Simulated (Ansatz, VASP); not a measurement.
# La2O3 in two plane-wave programs, part 2 of 3

Aim: how closely do two programs agree when they are given the same cell, functional and k mesh? The cell is taken from a series of runs on this material, whose earlier steps may have relaxed, scaled, displaced or heated it; both programs get it as it stands.

VASP 6.6.1 and Ansatz 0.2.0.

So far: Starting point; VASP: zone-centre phonons, LDA.

### 2. VASP: zone-centre phonons, LDA (continued)

Level of this step: LDA; plane waves and PAW (O, La) (VASP).

Parts of OUTCAR (step 2):

```text
ion  position               nearest neighbor table
   1  0.667  0.333  0.351-   5 2.34   5 2.34   5 2.34   4 2.37
   2  0.333  0.667  0.649-   4 2.34   4 2.34   4 2.34   5 2.37
   3  0.000  0.000  0.000-   4 2.66   5 2.66   4 2.66   5 2.66   4 2.66   5 2.66
   4  0.667  0.333  0.758-   2 2.34   2 2.34   2 2.34   1 2.37   3 2.66   3 2.66   3 2.66   5 3.61
                             5 3.61   5 3.61
   5  0.333  0.667  0.242-   1 2.34   1 2.34   1 2.34   2 2.37   3 2.66   3 2.66   3 2.66   4 3.61
                             4 3.61   4 3.61

  LATTYP: Found a hexagonal cell.
 ALAT       =     3.9032621698
 C/A-ratio  =     1.4940606195

 Subroutine GETGRP returns: Found 12 space group operations
 (whereof 12 operations were pure point group operations)

The static configuration has the point symmetry D_3d.

 Found     43 irreducible k-points:

   k-points           NKPTS =     43   k-points in BZ     NKDIM =     43   number of bands    NBANDS=     26

   dimension x,y,z NGX =    32 NGY =   32 NGZ =   48
   dimension x,y,z NGXF=    64 NGYF=   64 NGZF=   96

   ENCUT  =  600.0 eV  44.10 Ry    6.64 a.u.   7.80  7.80 11.65*2*pi/ulx,y,z

   NELECT =      40.0000    total number of electrons

 k-points in reciprocal lattice and weights: Automatic mesh
   0.00000000  0.00000000  0.00000000       0.003
   0.11111111 -0.00000000  0.00000000       0.019
   0.22222222 -0.00000000  0.00000000       0.019
   0.33333333 -0.00000000  0.00000000       0.019
   0.44444444 -0.00000000  0.00000000       0.019
   0.11111111  0.11111111  0.00000000       0.019
   0.22222222  0.11111111  0.00000000       0.037
   0.33333333  0.11111111  0.00000000       0.037
   0.44444444  0.11111111  0.00000000       0.019
[...]
0.33333333  0.22222222  0.50000000       0.037
   0.33333333  0.33333333  0.50000000       0.006

 average (electrostatic) potential at core
       1 -67.6866       2 -67.6866       3 -67.1506       4 -94.2222       5 -94.2222

 Eigenvectors and eigenvalues of the dynamical matrix
 ----------------------------------------------------

   1 f  =   13.501129 THz    84.830093 2PiTHz  450.349174 cm-1    55.836156 meV
             X         Y         Z           dx          dy          dz
      1.951631  1.126775  2.045037     0.000000   -0.000000    0.551549
     -0.000000  2.253550  3.786673    -0.000000    0.000000    0.551549
      0.000000  0.000000  0.000000    -0.000000    0.000000   -0.614721
      1.951631  1.126775  4.419938     0.000000   -0.000000   -0.082781
      0.000000  2.253549  1.411772    -0.000000   -0.000000   -0.082781

   2 f  =   12.145405 THz    76.311829 2PiTHz  405.127096 cm-1    50.229336 meV
             X         Y         Z           dx          dy          dz
      1.951631  1.126775  2.045037    -0.000002    0.699090   -0.000000
     -0.000000  2.253550  3.786673     0.000002   -0.699090    0.000000
      0.000000  0.000000  0.000000     0.000000   -0.000000    0.000000
      1.951631  1.126775  4.419938    -0.000000    0.106174    0.000000
      0.000000  2.253549  1.411772     0.000000   -0.106174    0.000000

   3 f  =   12.145405 THz    76.311829 2PiTHz  405.127096 cm-1    50.229336 meV
             X         Y         Z           dx          dy          dz
      1.951631  1.126775  2.045037     0.699090    0.000002   -0.000000
     -0.000000  2.253550  3.786673    -0.699090   -0.000002    0.000000
      0.000000  0.000000  0.000000    -0.000000   -0.000000    0.000000
      1.951631  1.126775  4.419938     0.106174    0.000000    0.000000
      0.000000  2.253549  1.411772    -0.106174   -0.000000    0.000000

   4 f  =   11.876973 THz    74.625224 2PiTHz  396.173183 cm-1    49.119192 meV
             X         Y         Z           dx          dy          dz
      1.951631  1.126775  2.045037    -0.000000   -0.000000   -0.694755
     -0.000000  2.253550  3.786673     0.000000    0.000000    0.694755
      0.000000  0.000000  0.000000    -0.000000   -0.000000   -0.000000
      1.951631  1.126775  4.419938    -0.000000   -0.000000   -0.131588
      0.000000  2.253549  1.411772    -0.000000   -0.000000    0.131588

   5 f  =   11.318114 THz    71.113810 2PiTHz  377.531660 cm-1    46.807939 meV
             X         Y         Z           dx          dy          dz
      1.951631  1.126775  2.045037    -0.000020    0.644554    0.000000
     -0.000000  2.253550  3.786673    -0.000020    0.644554   -0.000000
      0.000000  0.000000  0.000000     0.000010   -0.342777   -0.000000
      1.951631  1.126775  4.419938     0.000005   -0.160630   -0.000000
      0.000000  2.253549  1.411772     0.000005   -0.160630   -0.000000

   6 f  =   11.318114 THz    71.113810 2PiTHz  377.531660 cm-1    46.807939 meV
             X         Y         Z           dx          dy          dz
      1.951631  1.126775  2.045037    -0.644554   -0.000020   -0.000000
     -0.000000  2.253550  3.786673    -0.644554   -0.000020    0.000000
      0.000000  0.000000  0.000000     0.342777    0.000010   -0.000000
      1.951631  1.126775  4.419938     0.160630    0.000005    0.000000
      0.000000  2.253549  1.411772     0.160630    0.000005   -0.000000

   7 f  =    6.415147 THz    40.307557 2PiTHz  213.986268 cm-1    26.530904 meV
             X         Y         Z           dx          dy          dz
      1.951631  1.126775  2.045037     0.000000   -0.000000   -0.382834
     -0.000000  2.253550  3.786673     0.000000   -0.000000   -0.382834
      0.000000  0.000000  0.000000     0.000000   -0.000000   -0.756751
      1.951631  1.126775  4.419938    -0.000000    0.000000    0.259040
      0.000000  2.253549  1.411772    -0.000000    0.000000    0.259040

   8 f  =    6.366247 THz    40.000308 2PiTHz  212.355133 cm-1    26.328669 meV
             X         Y         Z           dx          dy          dz
      1.951631  1.126775  2.045037     0.000002    0.187749   -0.000000
     -0.000000  2.253550  3.786673     0.000002    0.187749   -0.000000
      0.000000  0.000000  0.000000     0.000008    0.912439   -0.000000
      1.951631  1.126775  4.419938    -0.000002   -0.220178    0.000000
      0.000000  2.253549  1.411772    -0.000002   -0.220178    0.000000

   9 f  =    6.366247 THz    40.000308 2PiTHz  212.355133 cm-1    26.328669 meV
             X         Y         Z           dx          dy          dz
      1.951631  1.126775  2.045037     0.187749   -0.000002    0.000000
     -0.000000  2.253550  3.786673     0.187749   -0.000002    0.000000
      0.000000  0.000000  0.000000     0.912439   -0.000008    0.000000
      1.951631  1.126775  4.419938    -0.220178    0.000002   -0.000000
      0.000000  2.253549  1.411772    -0.220178    0.000002   -0.000000

  10 f  =    6.165894 THz    38.741455 2PiTHz  205.672085 cm-1    25.500077 meV
             X         Y         Z           dx          dy          dz
      1.951631  1.126775  2.045037     0.000000   -0.000000   -0.131588
     -0.000000  2.253550  3.786673     0.000000   -0.000000    0.131588
      0.000000  0.000000  0.000000     0.000000   -0.000000   -0.000000
      1.951631  1.126775  4.419938    -0.000000    0.000000    0.694755
      0.000000  2.253549  1.411772     0.000000   -0.000000   -0.694755

  11 f  =    3.315836 THz    20.834011 2PiTHz  110.604379 cm-1    13.713189 meV
             X         Y         Z           dx          dy          dz
      1.951631  1.126775  2.045037     0.000006    0.106174   -0.000000
     -0.000000  2.253550  3.786673    -0.000006   -0.106174   -0.000000
      0.000000  0.000000  0.000000     0.000000    0.000000    0.000000
      1.951631  1.126775  4.419938    -0.000038   -0.699090   -0.000000
      0.000000  2.253549  1.411772     0.000038    0.699090   -0.000000

  12 f  =    3.315836 THz    20.834011 2PiTHz  110.604379 cm-1    13.713189 meV
             X         Y         Z           dx          dy          dz
      1.951631  1.126775  2.045037     0.106174   -0.000006    0.000000
     -0.000000  2.253550  3.786673    -0.106174    0.000006    0.000000
      0.000000  0.000000  0.000000    -0.000000    0.000000    0.000000
      1.951631  1.126775  4.419938    -0.699090    0.000038    0.000000
      0.000000  2.253549  1.411772     0.699090   -0.000038    0.000000

  13 f/i=    0.006000 THz     0.037699 2PiTHz    0.200140 cm-1     0.024814 meV
             X         Y         Z           dx          dy          dz
      1.951631  1.126775  2.045037    -0.000000    0.000000   -0.221882
     -0.000000  2.253550  3.786673    -0.000000    0.000000   -0.221882
      0.000000  0.000000  0.000000    -0.000000    0.000000   -0.222364
      1.951631  1.126775  4.419938    -0.000000    0.000000   -0.652722
      0.000000  2.253549  1.411772    -0.000000    0.000000   -0.652722

  14 f/i=    0.013449 THz     0.084505 2PiTHz    0.448625 cm-1     0.055622 meV
             X         Y         Z           dx          dy          dz
      1.951631  1.126775  2.045037     0.103936    0.196208   -0.000000
     -0.000000  2.253550  3.786673     0.103936    0.196208   -0.000000
      0.000000  0.000000  0.000000     0.104628    0.197516   -0.000000
      1.951631  1.126775  4.419938     0.305423    0.576573   -0.000000
      0.000000  2.253549  1.411772     0.305423    0.576573   -0.000000

  15 f/i=    0.013449 THz     0.084505 2PiTHz    0.448625 cm-1     0.055622 meV
             X         Y         Z           dx          dy          dz
      1.951631  1.126775  2.045037    -0.196208    0.103936    0.000000
     -0.000000  2.253550  3.786673    -0.196208    0.103936    0.000000
      0.000000  0.000000  0.000000    -0.197516    0.104628    0.000000
      1.951631  1.126775  4.419938    -0.576573    0.305423    0.000000
      0.000000  2.253549  1.411772    -0.576573    0.305423    0.000000

 MACROSCOPIC STATIC DIELECTRIC TENSOR IONIC CONTRIBUTION
 ------------------------------------------------------
          18.932143    -0.000000    -0.000000
          -0.000000    18.932143     0.000000
          -0.000000     0.000000    19.191951
 ------------------------------------------------------

 ELASTIC MODULI CONTR FROM IONIC RELAXATION (kBar)
 Direction    XX          YY          ZZ          XY          YZ          ZX
 --------------------------------------------------------------------------------
 XX        -426.7558    268.5120    -84.2370     -0.0000    190.4985      0.0000
 YY         268.5120   -426.7558    -84.2370      0.0000   -190.4985      0.0000
 ZZ         -84.2370    -84.2370   -504.5525      0.0000     -0.0000     -0.0000
 XY          -0.0000      0.0000      0.0000   -347.6339      0.0000    196.4279
 YZ         190.4985   -190.4985     -0.0000      0.0000   -115.2901     -0.0000
 ZX           0.0000      0.0000     -0.0000    196.4279     -0.0000   -120.3638
 --------------------------------------------------------------------------------

 PIEZOELECTRIC TENSOR IONIC CONTR  for field in x, y, z        (C/m^2)
          XX          YY          ZZ          XY          YZ          ZX
  --------------------------------------------------------------------------------
  x     0.00000    -0.00000     0.00000     0.00000    -0.00000    -0.00000
  y    -0.00000     0.00000     0.00000    -0.00000     0.00000     0.00000
  z    -0.00000     0.00000     0.00000     0.00000     0.00000    -0.00000
```

[end of part 2 of 3]

[Lines on the potential files, build, host, timing and source positions are cut from VASP's logs without a mark.]

[Logs are printed without paths, hosts, clocks, repeated set-up lines and the standing remarks that a program may print on its own settings, such as how far it seeks lower states.]

[Hosts, paths, dates, database ids (printed as entryN), source tags and the programs' standing remarks are cut or masked in the printed files.]
